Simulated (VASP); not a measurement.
# RPA total energies of GaN, part 2 of 2

Aim: total energies of GaN from exact exchange and RPA correlation, beside cheaper functionals. The scan starts from a database cell, scaled to the smallest volume of the series. The cell is of the zinc-blende type, one of the forms listed for this formula. The start is a computed cell from the Materials Project.

VASP 6.6.1, plane waves and PAW; the level of theory is named at each step.

So far. Step 25 (Empty bands, volume ratio 1.02): WAVECAR now holds 548 bands for 18 electrons. Step 26 (RPA correlation, volume ratio 1.02): Extrapolated by the program to an infinite response cutoff, the correlation energy is -10.187 eV an atom, -10 meV against the point before. With exact exchange the total is -21.5177 eV an atom.

## Step 27: Comparison: r2SCAN, volume ratio 1.02

This step: r2SCAN; plane waves and PAW (Ga_d_GW, N_GW) (VASP 6.6.1).

File INCAR:

```
SYSTEM = GaN
PREC = Accurate
ENCUT = 470
EDIFF = 1E-06
NELM = 100
ISMEAR = 0
SIGMA = 0.05
LREAL = .FALSE.
ALGO = Normal
METAGGA = R2SCAN
LASPH = .TRUE.
NBANDS = 15
LWAVE = .FALSE.
LCHARG = .FALSE.
KPAR = 4
```

File POSCAR:

```
GaN
1.0
    0.0000000000      2.2684248875      2.2684248875
    2.2684248875      0.0000000000      2.2684248875
    2.2684248875      2.2684248875      0.0000000000
Ga N
1 1
Direct
    0.0000000000      0.0000000000      0.0000000000
    0.2500000000      0.2500000000      0.2500000000
```

File KPOINTS:

```
Automatic mesh
0
Gamma
6 6 6
0 0 0
```

Potentials, in the order of the species: Ga_d_GW and N_GW (LDA family, release 64).

On the command line:

```sh
> mpirun -np 4 vasp_std
```

It took 8.2 s on 4 MPI ranks of Intel Xeon 6975P-C (Granite Rapids), shared host; peak memory 0.5 GiB.

Its energy is -78.5094 eV an atom, on a zero of its own.

## Step 28: Orbitals for comparison: HSE06, volume ratio 1.02

This step: LDA; plane waves and PAW (Ga_d_GW, N_GW) (VASP 6.6.1).

File INCAR:

```
SYSTEM = GaN
PREC = Accurate
ENCUT = 470
EDIFF = 1E-05
NELM = 100
ISMEAR = 0
SIGMA = 0.05
LREAL = .FALSE.
ALGO = Normal
GGA = CA
NBANDS = 15
LORBIT = 11
LWAVE = .TRUE.
LCHARG = .FALSE.
KPAR = 4
```

POSCAR is that of step 27.

KPOINTS is that of step 27.

On the command line:

```sh
> mpirun -np 4 vasp_std
```

Wall time 1.8 s (4 MPI ranks); peak memory 0.45 GiB.

The run ends at a pressure of -9.70 GPa.

## Step 29: Comparison: HSE06, volume ratio 1.02

This step: HSE06; plane waves and PAW (Ga_d_GW, N_GW) (VASP 6.6.1).

File INCAR:

```
SYSTEM = GaN
PREC = Accurate
ENCUT = 470
EDIFF = 1E-06
NELM = 100
ISMEAR = 0
SIGMA = 0.05
LREAL = .FALSE.
ALGO = Normal
LHFCALC = .TRUE.
AEXX = 0.25
GGA = PE
HFSCREEN = 0.2
LASPH = .TRUE.
NBANDS = 15
PRECFOCK = Fast
LWAVE = .FALSE.
LCHARG = .FALSE.
KPAR = 4
```

POSCAR is that of step 28.

KPOINTS is that of step 28.

The WAVECAR or CHGCAR of an earlier step is read.

On the command line:

```sh
> mpirun -np 4 vasp_std
```

The job ended after 81 s (4 MPI ranks; peak memory 0.87 GiB).

Its energy is -7.3676 eV an atom, on a zero of its own.

## Step 30: Orbitals, volume ratio 1.06

This step: LDA; plane waves and PAW (Ga_d_GW, N_GW) (VASP 6.6.1).

The same chain follows at a volume ratio of 1.06.

File INCAR:

```
SYSTEM = GaN
PREC = Accurate
ENCUT = 470
EDIFF = 1E-08
NELM = 100
ISMEAR = 0
SIGMA = 0.05
LREAL = .FALSE.
ALGO = Normal
GGA = CA
NBANDS = 15
LORBIT = 11
LWAVE = .TRUE.
LCHARG = .FALSE.
KPAR = 4
```

File POSCAR:

```
GaN
1.0
    0.0000000000      2.2976981147      2.2976981147
    2.2976981147      0.0000000000      2.2976981147
    2.2976981147      2.2976981147      0.0000000000
Ga N
1 1
Direct
    0.0000000000      0.0000000000      0.0000000000
    0.2500000000      0.2500000000      0.2500000000
```

KPOINTS is that of step 29.

On the command line:

```sh
> mpirun -np 4 vasp_std
```

It took 1.6 s on 4 MPI ranks; peak memory 0.46 GiB; 4.4 s of CPU time.

The printed pressure carries a basis-set error: in the mean of the scan, the starting functional's lies 1.2 GPa under the slope of its energy curve.

## Step 31: Exact exchange, volume ratio 1.06

This step: Hartree-Fock energy on LDA orbitals; plane waves and PAW (Ga_d_GW, N_GW) (VASP 6.6.1).

File INCAR:

```
SYSTEM = GaN
PREC = Accurate
ENCUT = 470
ISMEAR = 0
SIGMA = 0.05
LREAL = .FALSE.
GGA = CA
NBANDS = 15
ALGO = Eigenval
NELM = 1
LHFCALC = .TRUE.
AEXX = 1
ALDAC = 0
AGGAC = 0
PRECFOCK = Normal
LWAVE = .FALSE.
LCHARG = .FALSE.
```

POSCAR is that of step 30.

KPOINTS is that of step 30.

The WAVECAR or CHGCAR of an earlier step is read.

On the command line:

```sh
> mpirun -np 4 vasp_std
```

It took 35 s on 4 MPI ranks; peak memory 0.42 GiB; 2.3 min of CPU time.

The Hartree-Fock energy on these orbitals is -11.3008 eV an atom.

## Step 32: Empty bands, volume ratio 1.06

This step: LDA; plane waves and PAW (Ga_d_GW, N_GW) (VASP 6.6.1).

File INCAR:

```
SYSTEM = GaN
PREC = Accurate
ENCUT = 470
ISMEAR = 0
SIGMA = 0.05
LREAL = .FALSE.
GGA = CA
NBANDS = 568
ALGO = Exact
NELM = 1
LWAVE = .TRUE.
LCHARG = .FALSE.
LOPTICS = .TRUE.
NEDOS = 1000
CSHIFT = 0.1
```

POSCAR is that of step 31.

KPOINTS is that of step 31.

On the command line:

```sh
> mpirun -np 4 vasp_std
```

Elapsed: 3.4 s, on 4 MPI ranks; peak memory 0.58 GiB.

WAVECAR now holds 568 bands for 18 electrons.

## Step 33: RPA correlation, volume ratio 1.06

This step: RPA correlation on LDA orbitals; plane waves and PAW (Ga_d_GW, N_GW) (VASP 6.6.1).

File INCAR:

```
SYSTEM = GaN
PREC = Accurate
ENCUT = 470
ISMEAR = 0
SIGMA = 0.05
LREAL = .FALSE.
GGA = CA
NBANDS = 568
ALGO = ACFDT
ENCUTGW = 200
NOMEGA = 12
PRECFOCK = Fast
LWAVE = .FALSE.
LCHARG = .FALSE.
```

POSCAR is that of step 32.

KPOINTS is that of step 32.

On the command line:

```sh
> mpirun -np 4 vasp_std
```

It took 4.2 min on 4 MPI ranks; peak memory 1.8 GiB; 17 min of CPU time.

Extrapolated by the program to an infinite response cutoff, the correlation energy is -10.203 eV an atom, -16 meV against the point before. With exact exchange the total is -21.5033 eV an atom.

## Step 34: Comparison: r2SCAN, volume ratio 1.06

This step: r2SCAN; plane waves and PAW (Ga_d_GW, N_GW) (VASP 6.6.1).

File INCAR:

```
SYSTEM = GaN
PREC = Accurate
ENCUT = 470
EDIFF = 1E-06
NELM = 100
ISMEAR = 0
SIGMA = 0.05
LREAL = .FALSE.
ALGO = Normal
METAGGA = R2SCAN
LASPH = .TRUE.
NBANDS = 15
LWAVE = .FALSE.
LCHARG = .FALSE.
KPAR = 4
```

POSCAR is that of step 33.

KPOINTS is that of step 33.

On the command line:

```sh
> mpirun -np 4 vasp_std
```

Elapsed: 5.4 s, on 4 MPI ranks; peak memory 0.51 GiB; 20 s of CPU time.

Its energy is -78.4912 eV an atom, on a zero of its own.

## Step 35: Orbitals for comparison: HSE06, volume ratio 1.06

This step: LDA; plane waves and PAW (Ga_d_GW, N_GW) (VASP 6.6.1).

File INCAR:

```
SYSTEM = GaN
PREC = Accurate
ENCUT = 470
EDIFF = 1E-05
NELM = 100
ISMEAR = 0
SIGMA = 0.05
LREAL = .FALSE.
ALGO = Normal
GGA = CA
NBANDS = 15
LORBIT = 11
LWAVE = .TRUE.
LCHARG = .FALSE.
KPAR = 4
```

POSCAR is that of step 34.

KPOINTS is that of step 34.

On the command line:

```sh
> mpirun -np 4 vasp_std
```

Run time: 1.2 s. Hardware: 4 MPI ranks; peak memory 0.46 GiB.

The run ends at a pressure of -15.33 GPa.

## Step 36: Comparison: HSE06, volume ratio 1.06

This step: HSE06; plane waves and PAW (Ga_d_GW, N_GW) (VASP 6.6.1).

File INCAR:

```
SYSTEM = GaN
PREC = Accurate
ENCUT = 470
EDIFF = 1E-06
NELM = 100
ISMEAR = 0
SIGMA = 0.05
LREAL = .FALSE.
ALGO = Normal
LHFCALC = .TRUE.
AEXX = 0.25
GGA = PE
HFSCREEN = 0.2
LASPH = .TRUE.
NBANDS = 15
PRECFOCK = Fast
LWAVE = .FALSE.
LCHARG = .FALSE.
KPAR = 4
```

POSCAR is that of step 35.

KPOINTS is that of step 35.

The run starts from files that an earlier step left in the folder.

On the command line:

```sh
> mpirun -np 4 vasp_std
```

Wall time 64 s (4 MPI ranks); peak memory 0.89 GiB.

Its energy is -7.3458 eV an atom, on a zero of its own.

## Step 37: Summary

This step: exact exchange and RPA correlation on LDA orbitals, beside r2SCAN, beside HSE06; plane waves and PAW (VASP 6.6.1).

This step runs nothing: it gathers the runs above.

Numbers from this step:

```
equilibrium volume, EXX+RPA : 11.56 Å³/atom
bulk modulus                : 189.9 GPa
```

The energy above the lowest point by volume; values in meV/atom:

```csv
volume (Å³/atom),LDA,EXX,EXX+RPA,r2SCAN,HSE06
10.528,21.3,45.8,65.2,54.2,46.8
10.986,0,7.59,18.0,12.6,9.57
11.329,1.13,0,1.98,0,0
11.673,14.6,7.81,0,0.922,3.78
12.130,47.9,38.1,14.4,19.2,25.6
```

Cost is wall time times ranks on a shared host; the EXX and RPA rows hold the orbitals run too, the hybrid row not its starting run, and runs of a few seconds are mostly start-up. Fits of the equation of state:

```
  level  V0 (Å³/atom)  B0 (GPa)  fit error (meV/atom)  minimum inside the series  cost a point (core minutes)
    LDA         11.12     203.6               0.03946                        yes                         0.13
    EXX         11.32     235.4               0.02754                        yes                         3.58
EXX+RPA         11.56     189.9               0.06514                        yes                        25.46
 r2SCAN         11.48     192.9               0.03305                        yes                         0.51
  HSE06          11.4     196.4               0.03929                        yes                         6.07
```

## Step 38: Summary of results

```yaml
lda: V0 11.12 Å³/atom, B0 204 GPa
exx: V0 11.32 Å³/atom, B0 235 GPa
exx_rpa: V0 11.56 Å³/atom, B0 190 GPa
r2scan: V0 11.48 Å³/atom, B0 193 GPa
hse06: V0 11.40 Å³/atom, B0 196 GPa
```

Exact exchange with RPA correlation puts the minimum at 11.56 Å³ an atom, with a bulk modulus of 190 GPa. LDA puts the volume 3.8 % below EXX+RPA, at roughly 1/196 of its cost. r2SCAN puts the volume 0.72 % below EXX+RPA, at roughly 1/50 of its cost. HSE06 puts the volume 1.4 % below EXX+RPA, at roughly 1/4 of its cost. Correlation widens the exact-exchange volume by 2.1 %. Mesh, ENCUT and response cutoff weren't varied, and the extrapolation in the response cutoff changes with the volume, so small differences in volume between the levels aren't resolved. Exact exchange and correlation are taken on one coarse mesh and aren't self-consistent; the correlation energy is extrapolated in the response cutoff by the program, which at the first volume adds -1352 meV an atom to the value at the highest cutoff and varies with the volume; a small fit error says nothing about that part. NBANDS follows the largest plane-wave count of any k point, which rises in steps with the volume. The cheaper functionals share the mesh, and the fits are third-order Birch-Murnaghan curves. The printed pressures lie 1.2 GPa under the slope of the LDA energy curve, so ENCUT isn't converged for this cell and volumes and moduli carry an error from it. Not tabulated here, as repeats of values shown or as unfit to read for their mesh, reference level or band range: eps2 curves (empty bands); eps1 curves and static values (empty bands); gaps (empty bands).

[Lines on the potential files, build, host, timing and source positions are cut from VASP's logs without a mark.]

[Logs are printed without paths, hosts, clocks, repeated set-up lines and the standing remarks that a program may print on its own settings, such as how far it seeks lower states.]

[Hosts, paths, dates, database ids (printed as entryN), source tags and the programs' standing remarks are cut or masked in the printed files.]

[Pressures printed for these runs are not shown converged in the cutoff: they can be off by several GPa and have the wrong sign.]
